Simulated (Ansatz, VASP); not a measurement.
## Cu9W10 (Cu(111) on W(110), film 4.2 A thick): VASP beside Ansatz

Aim: how closely do two programs agree when they are given the same cell, functional and k mesh? The cell is taken from a series of runs on this material, whose earlier steps may have relaxed, scaled, displaced or heated it; both programs get it as it stands.

Calculated with Ansatz 0.2.0; plane waves, with VASP 6.6.1 beside it; PBE.

### Step 1. Starting point

The cell holds 38 atoms: 20 W and 18 Cu. Cell: a = 5.282 Å, b = 6.942 Å, c = 27.154 Å, α = 90.0°, β = 90.0°, γ = 102.0°. It derives from W. As first built, before any earlier steps moved the atoms or strained the cell (in the runner's words): Cu(111) slab, 3 repeats (4.2 A between outer planes), strained in the plane by up to 3.3 % to a cell of 36 A^2 of W(110) (4 repeats);, lowest layers held; starting gap 2.2 A. Of 4 lateral registries the lowest after a short relaxation was kept. Relaxed with the MACE-MP-0b2 potential. Lattice constants are starting values near those of PBE. Vacuum lies along c.

### Step 2. VASP: single point, PBE

A single point takes one fixed geometry, so differences don't come from the geometry; what else differs is listed under the comparison.

Lines of VASP's logs that name or quote its potential files are left out, and so is its time.

The input, INCAR:

```
SYSTEM = Cu9W10
PREC = Accurate
ENCUT = 520
EDIFF = 1E-06
NELM = 120
ISMEAR = -1
SIGMA = 0.1
LREAL = Auto
ALGO = Normal
GGA = PE
NBANDS = 188
LASPH = .TRUE.
LORBIT = 11
LWAVE = .FALSE.
LCHARG = .FALSE.
ISIF = 2
GGA_COMPAT = .FALSE.
KPAR = 4
```

The input, POSCAR:

```
Cu9W10
1.0
    5.2817200000      0.0000000000      0.0000000000
   -1.4404700000      6.7904400000      0.0000000000
    0.0000000000      0.0000000000     27.1537400000
W Cu
20 18
Direct
    0.8071200000      0.6012900000      0.2578600000
    0.4927200000      0.4991800000      0.3404700000
    0.7975500000      0.5982400000      0.4235000000
    0.5084300000      0.5061100000      0.5059600000
    0.6047100000      0.2050400000      0.2578300000
    0.2980300000      0.0983900000      0.3395900000
    0.5981300000      0.1988300000      0.4235800000
    0.3045800000      0.1008900000      0.5051700000
    0.3955500000      0.7979000000      0.2582500000
    0.0987700000      0.6977400000      0.3405600000
    0.3974800000      0.7985300000      0.4237400000
    0.0847900000      0.6923100000      0.5054100000
    0.1956800000      0.3969800000      0.2586200000
    0.8982000000      0.2952200000      0.3412100000
    0.1993200000      0.3986700000      0.4238200000
    0.8987900000      0.2910200000      0.5054500000
    0.9912700000      0.9992100000      0.2585400000
    0.7041200000      0.9032600000      0.3415600000
    0.0003200000      0.9981800000      0.4236400000
    0.6964100000      0.9007800000      0.5058700000
    0.3047600000      0.7652400000      0.6467800000
    0.9798500000      0.6444300000      0.7251800000
    0.1827800000      0.5250800000      0.7994400000
    0.0485100000      0.0642800000      0.6453300000
    0.7838000000      0.9643800000      0.7223600000
    0.0140100000      0.8649000000      0.7982500000
    0.3756900000      0.3920700000      0.6510200000
    0.1156800000      0.2937600000      0.7258200000
    0.3476500000      0.1936500000      0.7991700000
    0.7615500000      0.7270100000      0.6479000000
    0.4662100000      0.6293000000      0.7240300000
    0.6852400000      0.5284900000      0.7992000000
    0.5894400000      0.1054100000      0.6455400000
    0.2951600000      0.9776900000      0.7218300000
    0.5090300000      0.8593100000      0.7975600000
    0.9209700000      0.4306700000      0.6513100000
    0.6305100000      0.3057100000      0.7247200000
    0.8419700000      0.1903900000      0.7997000000
```

The input, KPOINTS:

```
Automatic mesh
0
Gamma
4 3 1
0 0 0
```

Potentials, in the order of the species: W and Cu (PBE family, release 64).

Started as:

```console
$ mpirun -np 4 vasp_std
```

Numbers of over 12 decimals in the logs are rounded to 6 here.

What it wrote:

```text
[banner, memory and clock lines left out]
running    4 mpi-ranks, on    1 nodes
[...]
LDA part: xc-table for (Slater+PW92), standard interpolation
 POSCAR, INCAR and KPOINTS ok, starting setup
[...]
entering main loop
       N       E                     dE             d eps       ncg     rms          rms(c)
DAV:   1     0.304287637995E+04    0.30429E+04   -0.12678E+05  2632   0.188E+03
DAV:   2     0.359674451935E+03   -0.26832E+04   -0.25621E+04  2632   0.462E+02
DAV:   3    -0.222167630140E+03   -0.58184E+03   -0.51796E+03  3480   0.235E+02
DAV:   4    -0.332515059064E+03   -0.11035E+03   -0.10105E+03  4504   0.978E+01
[...]
DAV:  43    -0.307679629782E+03   -0.88026E-05   -0.39609E-06  2352   0.305E-02    0.515E-03
DAV:  44    -0.307679632677E+03   -0.28947E-05   -0.50863E-06  2808   0.135E-02    0.257E-03
DAV:  45    -0.307679633088E+03   -0.41113E-06   -0.52488E-07  1568   0.417E-03
   1 F= -.30767963E+03 E0= -.30732307E+03  d E =-.713133E+00
```

From OUTCAR (step 2):

```text
  Total      -44.1784639    -38.2344797    -26.4319243     -2.6657579      0.5951209      0.0574158
  in kB      -72.6805572    -62.9017635    -43.4846940     -4.3855932      0.9790680      0.0944581
  external PRESSURE =     -59.6890049 kB  Pullay stress =       0.0000000 kB

 POSITION                                       TOTAL-FORCE (eV/Angst)
 -----------------------------------------------------------------------------------
      3.39684      4.08302      7.00186        -0.465037     -0.092554      0.958540
      1.88336      3.38965      9.24503         0.523180     -0.026752     -0.535954
      3.35069      4.06231     11.49961         0.010903      0.014684      0.509934
      1.95635      3.43671     13.73871        -0.452049     -0.414398     -0.355373
      2.89855      1.39231      7.00105        -0.309174     -0.304800      0.849340
      1.43238      0.66811      9.22114         0.195180      0.079755     -0.209299
      2.87275      1.35014     11.50178        -0.007072     -0.043289      0.477020
      1.46338      0.68509     13.71725        -0.246645     -0.096786     -0.050078
      0.93983      5.41809      7.01245         0.145255      0.084556      0.796800
     -0.48340      4.73796      9.24748        -0.011564      0.128878     -0.620905
      0.94912      5.42237     11.50613         0.030243      0.010695      0.484602
     -0.54941      4.70109     13.72377         0.591319      0.290915     -0.208546
      0.46169      2.69567      7.02250         0.217584      0.184258      0.538374
      4.31879      2.00467      9.26513        -0.222754      0.515938     -0.776506
[...]
-----------------------------------------------------------------------------------
    total drift:                                0.001082      0.018619      0.008450

  FREE ENERGIE OF THE ION-ELECTRON SYSTEM (eV)
  ---------------------------------------------------
  free  energy   TOTEN  =      -307.6796330878 eV

  energy  without entropy=     -306.9665004933  energy(sigma->0) =     -307.32306679

[... 3 further parts left out ...]
[key lines of the parts left out:]
E-fermi :   2.0914
```

### Step 3. Ansatz: single point, PBE

Ansatz runs on its default PAW (the set named soft_2) files.

The same cell, functional, mesh and smearing now go to Ansatz, which takes its cutoff from its data sets.

The input, input.yaml:

```yaml
crystal:
  lattice:
    - [5.28172, 0.0, 0.0]
    - [-1.44047, 6.79044, 0.0]
    - [0.0, 0.0, 27.15374]
  atoms:
    - { symbol: W, position: [0.80712, 0.60129, 0.25786] }
    - { symbol: W, position: [0.49272, 0.49918, 0.34047] }
    - { symbol: W, position: [0.79755, 0.59824, 0.4235] }
    - { symbol: W, position: [0.50843, 0.50611, 0.50596] }
    - { symbol: W, position: [0.60471, 0.20504, 0.25783] }
    - { symbol: W, position: [0.29803, 0.09839, 0.33959] }
    - { symbol: W, position: [0.59813, 0.19883, 0.42358] }
    - { symbol: W, position: [0.30458, 0.10089, 0.50517] }
    - { symbol: W, position: [0.39555, 0.7979, 0.25825] }
    - { symbol: W, position: [0.09877, 0.69774, 0.34056] }
    - { symbol: W, position: [0.39748, 0.79853, 0.42374] }
    - { symbol: W, position: [0.08479, 0.69231, 0.50541] }
    - { symbol: W, position: [0.19568, 0.39698, 0.25862] }
    - { symbol: W, position: [0.8982, 0.29522, 0.34121] }
    - { symbol: W, position: [0.19932, 0.39867, 0.42382] }
    - { symbol: W, position: [0.89879, 0.29102, 0.50545] }
    - { symbol: W, position: [0.99127, 0.99921, 0.25854] }
    - { symbol: W, position: [0.70412, 0.90326, 0.34156] }
    - { symbol: W, position: [0.00032, 0.99818, 0.42364] }
    - { symbol: W, position: [0.69641, 0.90078, 0.50587] }
    - { symbol: Cu, position: [0.30476, 0.76524, 0.64678] }
    - { symbol: Cu, position: [0.97985, 0.64443, 0.72518] }
    - { symbol: Cu, position: [0.18278, 0.52508, 0.79944] }
    - { symbol: Cu, position: [0.04851, 0.06428, 0.64533] }
    - { symbol: Cu, position: [0.7838, 0.96438, 0.72236] }
    - { symbol: Cu, position: [0.01401, 0.8649, 0.79825] }
    - { symbol: Cu, position: [0.37569, 0.39207, 0.65102] }
    - { symbol: Cu, position: [0.11568, 0.29376, 0.72582] }
    - { symbol: Cu, position: [0.34765, 0.19365, 0.79917] }
    - { symbol: Cu, position: [0.76155, 0.72701, 0.6479] }
    - { symbol: Cu, position: [0.46621, 0.6293, 0.72403] }
    - { symbol: Cu, position: [0.68524, 0.52849, 0.7992] }
    - { symbol: Cu, position: [0.58944, 0.10541, 0.64554] }
    - { symbol: Cu, position: [0.29516, 0.97769, 0.72183] }
    - { symbol: Cu, position: [0.50903, 0.85931, 0.79756] }
    - { symbol: Cu, position: [0.92097, 0.43067, 0.65131] }
    - { symbol: Cu, position: [0.63051, 0.30571, 0.72472] }
    - { symbol: Cu, position: [0.84197, 0.19039, 0.7997] }
kpoints:
  mp_grid: { grid: [4, 3, 1] }
hamiltonian:
  xc: pbe
scf:
  occupations: { method: fermi_dirac, width: 0.1 }
output:
  forces: true
  eigenvalues: true
```

Started as:

```console
$ ansatz run input.yaml --threads 9 --pin off --max-ram 76800MiB --backend cuda --events-out ev --progress --plain --runs-dir out
```

What it wrote:

```text
Engine: ansatz 0.2.0, x86_64-unknown-linux-gnu
Pseudopotentials: kind: paw
Pseudopotential: W, paw, valence charge 14, recommended cutoff 420 eV (normal), W.paw.azcp
Pseudopotential: Cu, paw, valence charge 19, recommended cutoff 420 eV (normal), Cu.paw.azcp
Functional definition: PBE
  parameter kappa = 0.804
  parameter beta = 0.066725
  exchange = pbe_x(kappa = kappa, mu = beta*pi^2/3)
  correlation = pbe_c(beta = beta)
device memory: the entry about to start is reckoned to put 26.0 GiB on a device that reports 71.9 GiB free
GPU FFT provider: cuFFT
GPU libraries: cuBLAS 13.8.2, cuFFT 12.4.0, cuSOLVER 12.3.4
Crystal: 38 atoms, lattice volume = 973.874 Å³
Basis set: ecut = 420 eV, 18973 PW (Γ), exchange–correlation on 72×96×384 points (8 copies of the dense FFT grid, shifted against one another)
Bands: 374, of which v1, the nominal top of the filled ones, is band 311 counted from 1 (310 counted from 0)
Symmetry: 1 space group operations
Space group: P1 (ITA 1), of the structure as read, at distance tolerance 9.9e-5 Å
k-points: 7 of 12 (time reversal used)
Non-local potential: W, projectors of the file, l = 0: 3, l = 1: 2, l = 2: 2, l = 3: 1
Non-local potential: Cu, projectors of the file, l = 0: 3, l = 1: 2, l = 2: 3, l = 3: 1
PAW form: soft (Blöchl's): semilocal exchange-correlation on the pseudo side does not see the compensation charge
PAW one-centre angular grid: W, 590 points (default); XC on 64 Gauss nodes
PAW one-centre angular grid: Cu, 590 points (default); XC on 64 Gauss nodes
Initial density: superposition of atomic densities (neutral atoms: chi_scale 0, normalization atom), corrected by the library's trained network
Initial wavefunctions: pseudopotential atomic-orbital guess
GPU buffer pool allocated for 331776 grid points (all kernels)
GPU transforms: local potential and band sums: pruned to the plane-wave sphere, on 36×45×192
Functional: x = pbe(κ = 0.804, μ = 0.219515), c = pbe(β = 0.066725)
SCF iter   1: F=—  HF=-326930.086665 eV  |F-HF|=—  |Δ(HF+E_count)|=         —  Δρ=8.87e-3  dr2=8.68e0  ethr=1.77e-3  ⟨swp⟩=7.0  Hψ=9920  notcnv=0  defer=25
preconditioner: auto → LDOS  [metal: Δε(μ)=0.026 eV  Ē_g=5.142 eV  σ=0.100 eV  W_gap=0.07  n_scr=270 (ndim 8)  ℏωp=21.2 eV  f_vac=0.341  D(μ)=22.02/eV (n_scr^D=136)  β→1.0]
SCF iter   2: F=—  HF=-326929.875992 eV  |F-HF|=—  |Δ(HF+E_count)|=   2.11e-1  Δρ=3.79e-3  dr2=8.08e-1  ethr=1.40e-3  ⟨swp⟩=2.0  Hψ=3264  notcnv=0  defer=102
SCF iter   3: F=—  HF=-326929.850058 eV  |F-HF|=—  |Δ(HF+E_count)|=   2.59e-2  Δρ=1.92e-3  dr2=6.35e-2  ethr=1.30e-4  ⟨swp⟩=2.0  Hψ=3937  notcnv=0  defer=105
SCF iter   4: F=—  HF=-326929.853324 eV  |F-HF|=—  |Δ(HF+E_count)|=   3.27e-3  Δρ=2.44e-3  dr2=3.72e-2  ethr=1.02e-5  ⟨swp⟩=2.0  Hψ=4274  notcnv=0  defer=105
SCF iter   5: F=—  HF=-326929.847409 eV  |F-HF|=—  |Δ(HF+E_count)|=   5.92e-3  Δρ=1.70e-4  dr2=9.94e-4  ethr=5.98e-6  ⟨swp⟩=2.0  Hψ=3562  notcnv=0  defer=105
SCF iter   6: F=—  HF=-326929.839335 eV  |F-HF|=—  |Δ(HF+E_count)|=   8.07e-3  Δρ=1.20e-4  dr2=2.61e-4  ethr=1.60e-7  ⟨swp⟩=2.9  Hψ=3879  notcnv=0  defer=105
SCF iter   7: F=—  HF=-326929.838932 eV  |F-HF|=—  |Δ(HF+E_count)|=   4.03e-4  Δρ=8.56e-5  dr2=9.85e-5  ethr=4.20e-8  ⟨swp⟩=2.0  Hψ=3709  notcnv=0  defer=105
SCF iter   8: F=—  HF=-326929.846306 eV  |F-HF|=—  |Δ(HF+E_count)|=   7.37e-3  Δρ=2.46e-5  dr2=1.42e-5  ethr=1.58e-8  ⟨swp⟩=2.0  Hψ=3593  notcnv=0  defer=88
SCF iter   9: F=—  HF=-326929.846307 eV  |F-HF|=—  |Δ(HF+E_count)|=   7.24e-7  Δρ=1.34e-5  dr2=2.00e-6  ethr=2.28e-9  ⟨swp⟩=2.0  Hψ=3638  notcnv=0  defer=88
SCF iter  10: F=—  HF=-326929.846307 eV  |F-HF|=—  |Δ(HF+E_count)|=   4.86e-7  Δρ=7.82e-6  dr2=8.48e-7  ethr=3.21e-10  ⟨swp⟩=2.0  Hψ=3568  notcnv=0  defer=88
SCF iter  11: F=-326929.846307 eV  HF=-326929.846307 eV  |F-HF|=7.68e-8  |Δ(HF+E_count)|=   3.06e-7  Δρ=3.01e-6  dr2=8.46e-8  ethr=1.61e-11  ⟨swp⟩=12.9  Hψ=11988  notcnv=0
SCF 1 converged in 11 iterations: F = -326929.846307 eV  dr2 = 8.46e-8
  greatest PAW one-centre occupation: 1.000 electrons in one spin orbital (limit 2), on the Cu atom at site 20 (counted from 0), in its partial waves of l = 0
SCF converged after 11 iterations
Free energy (F): -326929.846307 eV
Harris-Foulkes:  -326929.846307 eV  (|F-HF|=7.68e-8)
Internal energy: -326929.131898 eV  (E = F + TS)
E sigma→0 (E₀):  -326929.489103 eV
Entropy (-TS):   -0.714409 eV (-18.800 meV/atom)
Fermi energy:    8.923717 eV
--- Per-component energies (eV) ---
  E_band       = -14444.780871
  E_kinetic    = 14327.985584
  E_local      = -717392.264996  (includes V_loc(G=0)·N_el)
  E_nonlocal   = 7079.724406
  E_hartree    = 349518.758732
  E_xc         = -6902.540645
  E_vxc        = -6791.096321  (∫ρ·V_xc dr)
  E_paw        = -201221.066396  (= ΣΔE_a)
  E_vpaw       = -10706.763909  (= ΣTr[D̂ρ^β])
  E_aug_tail   = 0.003782  (compensation charges beyond the density's cutoff)
  E_ewald      = 227660.267634
[...]
k-point 2: bands = [... 307 lower, 8.3304, 8.3618, 8.5201, 8.6643, 8.8440, 8.9331, 8.9687, 9.0308, ... 59 higher]
  k-point 6: bands = [... 307 lower, 8.9395, 8.9701, 9.0458, 9.0990, 9.2076, 9.2428, 9.3579, 9.6124, ... 59 higher]
```

### Step 4. Side by side

Known differences besides the potentials themselves: the data sets hold 622 valence electrons in Ansatz (on its default PAW (the set named soft_2) files) and 318 in VASP; the cutoff is 420 eV in Ansatz and 520 eV in VASP (PREC = Accurate, projectors in real space). Total energies have different zeros and are not compared.

Forces on 9 of the 38 atoms, those with the largest forces and the largest differences (eV/Å; atoms numbered as in POSCAR):

```
atom          Ansatz x, y, z            VASP x, y, z
  W1   -0.508, -0.084, 0.785   -0.465, -0.093, 0.959
  W2   0.569, -0.020, -0.506   0.523, -0.027, -0.536
  W5   -0.337, -0.322, 0.672   -0.309, -0.305, 0.849
  W8   -0.263, -0.107, 0.142  -0.247, -0.097, -0.050
  W9     0.169, 0.111, 0.624     0.145, 0.085, 0.797
 W12    0.637, 0.316, -0.012    0.591, 0.291, -0.209
 W14   -0.233, 0.556, -0.738   -0.223, 0.516, -0.777
 W17    0.440, -0.005, 0.399    0.416, -0.001, 0.591
 W18  -0.505, -0.636, -0.929  -0.475, -0.589, -0.959
```

The forces differ by 58 meV/Å r.m.s., which is 18.1 % of the r.m.s. force of 0.320 eV/Å (both taken over all components). Where the cell holds vacuum, a pressure given here is an average over it and none of the material.

### Step 5. Outcome

```json
{"r.m.s. force difference (single point, PBE)": "18 % of the r.m.s. force"}
```

The r.m.s. force difference is 18 % of the r.m.s. force (single point, PBE), beyond the 3 % picked in this series as the mark of a large difference. The data sets hold unlike numbers of valence electrons (622 in Ansatz and 318 in VASP), so part of the differences may come from the potentials. What causes the difference of the single point, PBE pair stays open here. How closely two codes agree says nothing of how well the functional describes the real material.

[Lines on the potential files, build, host, timing and source positions are cut from VASP's logs without a mark.]

[Logs are printed without paths, hosts, clocks, repeated set-up lines and the standing remarks that a program may print on its own settings, such as how far it seeks lower states.]

[Hosts, paths, dates, database ids (printed as entryN), source tags and the programs' standing remarks are cut or masked in the printed files.]
